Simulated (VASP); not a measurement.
# BeCd2S3 (P1) in VASP: relaxation of cell and atoms with PBE

Aim: the relaxation of cell and atoms of BeCd2S3 with PBE.

All numbers are computed with VASP 6.6.1; they aren't measurements. Logs are shortened: lines on timing, memory, paths and dates and some standing lists are left out, and cuts for length are marked.

### Step 1. Starting point

The typed cell holds 12 atoms: a = 6.980 Å, b = 6.826 Å, c = 13.423 Å, α = 147.08°, β = 58.87°, γ = 132.44°.

The cell was built by a generator and needn't be a form met in nature.

### Step 2. Relaxation of cell and atoms, PBE

INCAR reads:

```
ALGO = Fast
EDIFF = 1E-5
EDIFFG = -0.03
ENCUT = 520
GGA = PE
IBRION = 2
ISIF = 3
ISMEAR = 0
ISYM = 0
KPAR = 8
LASPH = T
LCHARG = F
LREAL = Auto
LWAVE = F
NELM = 80
NSW = 110
PREC = Normal
SIGMA = 0.05
```

KPOINTS reads:

```
k-points
0
Gamma
  5 5 5
```

POSCAR reads:

```
BeCd2S3
1.0
   -1.9921829000      6.0394143600      2.8774065900
    2.0197608500     -5.9400313400      2.6902581700
    3.6343264000     11.7649527700     -5.3429310000
Be Cd S
2 4 6
Direct
    0.9656729500      0.9414871400      0.9880951300
    0.9700172600      0.9583565300      0.5000271500
    0.6226840100      0.9635242300      0.3252581400
    0.6102644700      0.9246762800      0.8159356200
    0.3582647800      0.0037282400      0.1579071700
    0.3443672000      0.0069006900      0.6722601800
    0.2086432100      0.7316260700      0.2639306400
    0.1855387200      0.7014948000      0.7552269900
    0.6130923900      0.7453170300      0.4088795400
    0.6099096800      0.7611970000      0.9283018200
    0.9375832500      0.7896757000      0.0755807400
    0.9279118700      0.7314981900      0.5619066100
```

Potentials or basis: VASP PAW PBE potentials, release 64 (Be, Cd, S).

Command:

```console
cat potpaw_PBE.64/Be/POTCAR potpaw_PBE.64/Cd/POTCAR potpaw_PBE.64/S/POTCAR > POTCAR
mpirun -np 8 vasp_std > vasp.out
```

OUTCAR:

```text
EDIFF = 1E-5
   EDIFFG = -0.03
   ENCUT = 520
   GGA = PE
   IBRION = 2
   ISIF = 3
   ISMEAR = 0
   ISYM = 0
   LASPH = T
   LREAL = Auto
   NELM = 80
   NSW = 110
   PREC = Normal

 ion  position               nearest neighbor table
   1  0.966  0.941  0.988-  11 2.01  10 2.15   8 2.16   7 2.51
   2  0.970  0.958  0.500-  12 2.11   7 2.24   9 2.26   8 2.36
   3  0.623  0.964  0.325-   7 2.37  12 2.47   9 2.47  11 2.59   4 3.75
   4  0.610  0.925  0.816-   8 2.47  10 2.52  12 2.62  11 2.78   5 3.64   3 3.75   6 3.76
   5  0.358  0.004  0.158-  10 2.26   9 2.36  11 2.61   7 2.62   4 3.64   6 3.75
   6  0.344  0.007  0.672-  10 2.40   9 2.50   8 2.51  12 2.57   5 3.75   4 3.76
   7  0.209  0.732  0.264-   2 2.24   3 2.37   1 2.51   5 2.62
   8  0.186  0.701  0.755-   1 2.16   2 2.36   4 2.47   6 2.51
   9  0.613  0.745  0.409-   2 2.26   5 2.36   3 2.47   6 2.50
  10  0.610  0.761  0.928-   1 2.15   5 2.26   6 2.40   4 2.52
  11  0.938  0.790  0.076-   1 2.01   3 2.59   5 2.61   4 2.78
  12  0.928  0.731  0.562-   2 2.11   3 2.47   6 2.57   4 2.62

IMPORTANT INFORMATION: All symmetrisations will be switched off!
NOSYMM: (Re-)initialisation of all symmetry stuff for point group C_1.

----------------------------------------------------------------------------------------

                                     Primitive cell

  volume of cell :     254.5424

  direct lattice vectors                    reciprocal lattice vectors
    -1.992182900  6.039414360  2.877406590     0.000339501  0.080806649  0.178164432
     2.019760850 -5.940031340  2.690258170     0.259763106  0.000733320  0.178308758
     3.634326400 11.764952770 -5.342931000     0.130978053  0.043887223 -0.001432154

  length of vectors
     6.980171001  6.826484837 13.422717822     0.195633317  0.315073677  0.138142643

  position of ions in fractional coordinates (direct lattice)
     0.965672950  0.941487140  0.988095130
     0.970017260  0.958356530  0.500027150
     0.622684010  0.963524230  0.325258140
     0.610264470  0.924676280  0.815935620
     0.358264780  0.003728240  0.157907170
     0.344367200  0.006900690  0.672260180
     0.208643210  0.731626070  0.263930640
     0.185538720  0.701494800  0.755226990
     0.613092390  0.745317030  0.408879540
     0.609909680  0.761197000  0.928301820
     0.937583250  0.789675700  0.075580740
     0.927911870  0.731498190  0.561906610

  ion indices of the primitive-cell ions
   primitive index   ion index
                 1           1
                 2           2
                 3           3
                 4           4
                 5           5
                 6           6
                 7           7
                 8           8
[... 101 lines left out ...]
   GGA     = PE    functional components
   LHFCALC =     F    Hartree Fock is set to
   AEXX    =    0.0000 exact exchange contribution
   IVDW    =     0    specifies the selected vdW correction
   LEPSILON=     F    determine dielectric tensor
   LRPA    =     F    only Hartree local field effects (RPA)
 conjugate gradient relaxation of ions
 non-spin polarized calculation
 RMM-DIIS sequential band-by-band and
 Gauss-broadening in eV      SIGMA  =   0.05
  energy-cutoff  :      520.00
  volume of cell :      254.54
 maximum number of plane-waves:      6876
   NGX = 25   NGY = 25   NGZ = 49

--------------------------------------- Ionic step        1  -------------------------------------------

 number of electron      87.9999997 magnetization

 Free energy of the ion-electron system (eV)
  ---------------------------------------------------
  ext. energy  EPLUGINS =         0.00000000
  ---------------------------------------------------
  free energy    TOTEN  =       -42.66009411 eV

  energy without entropy =      -42.66009411  energy(sigma->0) =      -42.66009411

------------------------ aborting loop because EDIFF is reached ----------------------------------------

  FORCE on cell =-STRESS in cart. coord.  units (eV):
  Direction    XX          YY          ZZ          XY          YZ          ZX
  --------------------------------------------------------------------------------------
  -------------------------------------------------------------------------------------
  Total        8.3687813      2.0481548      5.6262046      0.5523931     -1.4869505     -0.5424971
  in kB       52.6759833     12.8917897     35.4132637      3.4769518     -9.3593768     -3.4146628
  external PRESSURE =      33.6603456 kB  Pullay stress =       0.0000000 kB
[... 119 lines left out ...]
  FREE ENERGIE OF THE ION-ELECTRON SYSTEM (eV)
  ---------------------------------------------------
  free  energy   TOTEN  =       -43.5568406190 eV

  energy  without entropy=      -43.5568406190  energy(sigma->0) =      -43.55684062

[... ionic steps 4 to 15 ...]

--------------------------------------- Ionic step       16  -------------------------------------------

 number of electron      88.0000009 magnetization

------------------------ aborting loop because EDIFF is reached ----------------------------------------
[... 87 lines left out ...]
--------------------------------------- Ionic step       18  -------------------------------------------

 number of electron      88.0000008 magnetization

 Free energy of the ion-electron system (eV)
  ---------------------------------------------------
  ext. energy  EPLUGINS =         0.00000000
  ---------------------------------------------------
  free energy    TOTEN  =       -43.92808922 eV

  energy without entropy =      -43.92808922  energy(sigma->0) =      -43.92808922

 E-fermi :   2.2498     XC(G=0):  -9.2809

 val. band max:        1.9947709084   @ k =   0.0000   0.0000   0.0000
 cond. band min:       3.6604045298   @ k =   0.0000   0.0000   0.0000
 fundamental gap:      1.6656336214
 Fermi energy:         2.2497726143

 k-point     1 :       0.0000    0.0000    0.0000
  band No.  band energies     occupation
      1     -10.7490      2.00000
      2     -10.0546      2.00000
      3      -9.8727      2.00000
      4      -9.8598      2.00000
      5      -9.7579      2.00000
      6      -9.7098      2.00000
[... 1309 lines left out ...]
     51       7.1757      0.00000
     52       7.4002      0.00000

 [... further k-points ...]

------------------------ aborting loop because EDIFF is reached ----------------------------------------

  FORCE on cell =-STRESS in cart. coord.  units (eV):
  Direction    XX          YY          ZZ          XY          YZ          ZX
  --------------------------------------------------------------------------------------
  -------------------------------------------------------------------------------------
  Total        0.0713387      0.0479888      0.0141223     -0.0201924     -0.0618153      0.0103081
  in kB        0.4412233      0.2968065      0.0873450     -0.1248880     -0.3823223      0.0637546
  external PRESSURE =       0.2751249 kB  Pullay stress =       0.0000000 kB
[... 27 lines left out ...]
  FREE ENERGIE OF THE ION-ELECTRON SYSTEM (eV)
  ---------------------------------------------------
  free  energy   TOTEN  =       -43.9280892184 eV

  energy  without entropy=      -43.9280892184  energy(sigma->0) =      -43.92808922

 reached required accuracy - stopping structural energy minimisation
```

OSZICAR:

```text
N       E                     dE             d eps       ncg     rms          rms(c)
DAV:   1     0.610793804848E+03    0.61079E+03   -0.41897E+04  6552   0.154E+03
DAV:   2     0.225054188044E+01   -0.60854E+03   -0.59455E+03  7348   0.361E+02
[... 149 lines left out ...]
  17 F= -.43927510E+02 E0= -.43927510E+02  d E =-.160979E-02
       N       E                     dE             d eps       ncg     rms          rms(c)
DAV:   1    -0.439286226543E+02   -0.11057E-02   -0.55967E-01  6568   0.319E+00    0.303E-01
RMM:   2    -0.439282624662E+02    0.36019E-03   -0.73974E-03  6552   0.440E-01    0.104E-01
RMM:   3    -0.439281258995E+02    0.13657E-03   -0.12537E-03  6560   0.167E-01    0.718E-02
RMM:   4    -0.439280878942E+02    0.38005E-04   -0.24492E-04  6585   0.699E-02    0.312E-02
RMM:   5    -0.439280892184E+02   -0.13242E-05   -0.50989E-05  5184   0.315E-02
  18 F= -.43928089E+02 E0= -.43928089E+02  d E =-.579609E-03
```

CONTCAR:

```text
BeCd2S3
   1.00000000000000
    -1.9330269180479853    5.8871108150051645    2.8447012723969203
     1.9319928594022175   -5.8846803108765977    2.8383790885193361
     3.8780767265031417   11.7761057933527802   -5.6787186093832656
  Be              Cd              S
     2     4     6
Direct
     0.9806906234172238    0.9739940878648824    0.9967370310498256
     0.9811877334477410    0.9740190703294944    0.4964718487414435
     0.6431305906316416    0.9750056462151402    0.3247535104480164
     0.6434949433400384    0.9724910242189638    0.8246733517406668
     0.3239819596543742    0.9792046649274169    0.1675746475748736
     0.3252968541956602    0.9763653228693068    0.6665960767815671
     0.1787427936856406    0.6715242664350730    0.2460789474155629
     0.1793114426200810    0.6713180375561381    0.7463347744038701
     0.6273452359263126    0.7683439919936865    0.4223921902582305
     0.6257797479074872    0.7668219065759474    0.9230277806048915
     0.9216268951514018    0.7641296482164600    0.0690741658103770
     0.9233609700223918    0.7662642327974952    0.5695954051706759

  0.00000000E+00  0.00000000E+00  0.00000000E+00
  0.00000000E+00  0.00000000E+00  0.00000000E+00
  0.00000000E+00  0.00000000E+00  0.00000000E+00
  0.00000000E+00  0.00000000E+00  0.00000000E+00
  0.00000000E+00  0.00000000E+00  0.00000000E+00
  0.00000000E+00  0.00000000E+00  0.00000000E+00
  0.00000000E+00  0.00000000E+00  0.00000000E+00
  0.00000000E+00  0.00000000E+00  0.00000000E+00
  0.00000000E+00  0.00000000E+00  0.00000000E+00
  0.00000000E+00  0.00000000E+00  0.00000000E+00
  0.00000000E+00  0.00000000E+00  0.00000000E+00
  0.00000000E+00  0.00000000E+00  0.00000000E+00
```

Wall time 15 min (8 MPI ranks of Intel Xeon Platinum 8559C (Emerald Rapids), shared host); peak memory 0.77 GiB.

Results:

| Quantity | Value |
| --- | --- |
| Free energy | -43.9281 eV |
| Relaxed volume | 21.59 Å³/atom |
| Relaxed cell | a = 6.818 Å, b = 6.813 Å, c = 13.637 Å, α = 147.00°, β = 60.58°, γ = 130.72° |
| Space group after relaxing (to 0.05 Å) | Imm2 (No. 44) |
| Energy gained by relaxing | 105.7 meV/atom |
| Ionic steps | 18 |
| Pressure after relaxing | 0.0 GPa |
| Largest force after relaxing | 0.024 eV/Å |
| Band gap on the k mesh | 1.67 eV |

Forces on the atoms (eV/Å):
```
Be  -0.019 -0.007  0.013
Be  -0.010 -0.002  0.013
Cd   0.010  0.001 -0.001
Cd   0.004 -0.009  0.004
Cd  -0.017  0.002 -0.002
Cd  -0.001 -0.006  0.001
S    0.006  0.013 -0.007
S    0.006 -0.003 -0.006
S    0.014  0.006 -0.006
S   -0.004  0.000  0.012
S    0.008 -0.001  0.000
S    0.002  0.004 -0.022
```

Step by step:
```tsv
step	energy change (eV)	largest force (eV/Å)	pressure (GPa)	volume (Å³)
1	0.0000	2.9356	3.37	254.54
2	-0.8966	0.7683	-2.14	271.26
3	-0.8967	0.7642	-2.19	271.47
4	-1.1148	0.5018	-0.38	262.17
5	-1.1420	0.5376	0.72	257.47
6	-1.2108	0.4421	0.29	258.43
7	-1.2211	0.4154	0.09	258.95
8	-1.2485	0.2078	-0.15	259.75
9	-1.2537	0.1418	-0.28	260.26
10	-1.2621	0.0847	0.11	258.53
11	-1.2625	0.0785	0.26	258.02
12	-1.2658	0.0583	0.03	259.14
13	-1.2658	0.0607	-0.07	259.35
14	-1.2673	0.0348	-0.04	259.30
15	-1.2674	0.0373	-0.04	259.28
16	-1.2673	0.0498	-0.02	259.25
17	-1.2674	0.0439	-0.02	259.27
18	-1.2680	0.0241	0.03	259.05
```

Final structure:
```xyz
12
Lattice="-1.9330 5.8871 2.8447 1.9320 -5.8847 2.8384 3.8781 11.7761 -5.6787" Properties=species:S:1:pos:R:3 pbc="T T T"
Be    3.8515   11.7795   -0.1059
Be    1.9105    5.8911    2.7365
Cd    1.8999    1.8729    2.7528
Cd    3.8331    7.7770   -0.0922
Cd    1.9154   -1.8816    2.7494
Cd    3.8426    4.0194   -0.0887
S     1.9062   -0.0016    1.0171
S     3.8447    5.8941   -1.8227
S     1.9098    4.1459    1.5668
S     3.8514   10.0412   -1.2849
S    -0.0374    1.7425    4.3984
S     1.9045    7.6343    1.5671
```

Caveat: an odd mesh through Γ misses points on the zone boundary, where band edges often lie.
